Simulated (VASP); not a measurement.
Level of theory: PBEsol GGA, VASP's PBE PAW potentials (set 64) (plane waves; VASP 6.6.1).

The input files of a VASP run:

POSCAR:
```
Mg
1
    1.5955127804    -2.7635096455    -0.0079775639
    1.5955127804     2.7635096455    -0.0079775639
   -0.0254578599     0.0000000000     5.0915719809
Mg
2
Direct
  0.3333330000   0.6666670000   0.2500000000
  0.6666670000   0.3333330000   0.7500000000
```

**INCAR**
```
ALGO=Normal
EDIFF=1E-7
ENCUT=480
GGA=PS
ISIF=2
ISMEAR=1
LASPH=.True.
LCHARG=.False.
LREAL=.False.
LWAVE=.False.
NELM=100
PREC=Accurate
SIGMA=0.1
SYSTEM=Mg
```

File KPOINTS:
```
Automatic mesh
0
Gamma
12 12 8
0 0 0
```

POTCAR, in this order: Mg (PBE.64 set). Program: vasp_std.

Predict the energy per atom (σ→0), band gap (on the k-mesh).

```
Property                                                     Value
------------------------  ----------------------------------------
energy per atom (σ→0)                               -1.723 eV/atom
band gap (on the k-mesh)  none (metal, semimetal or under 0.01 eV)
```

### OSZICAR
```
...
DAV:   5    -0.346588987394E+01   -0.34380E-06   -0.34379E-06  5274   0.861E-03    0.968E-01
DAV:   6    -0.345534954452E+01    0.10540E-01   -0.53869E-04  4602   0.224E-01    0.616E-01
DAV:   7    -0.344578970133E+01    0.95598E-02   -0.22717E-03  4194   0.406E-01    0.314E-02
DAV:   8    -0.344579427324E+01   -0.45719E-05   -0.13677E-05  5964   0.329E-02    0.638E-03
DAV:   9    -0.344579389882E+01    0.37442E-06   -0.95147E-07  4416   0.617E-03    0.598E-04
DAV:  10    -0.344579376658E+01    0.13224E-06   -0.32758E-09  3264   0.474E-04    0.998E-05
DAV:  11    -0.344579376631E+01    0.26289E-09   -0.27120E-10  2436   0.149E-04
   1 F= -.34457938E+01 E0= -.34459424E+01  d E =0.445939E-03
```

The compound is Mg in the hcp structure. This cell was strained or had an atom moved on purpose.
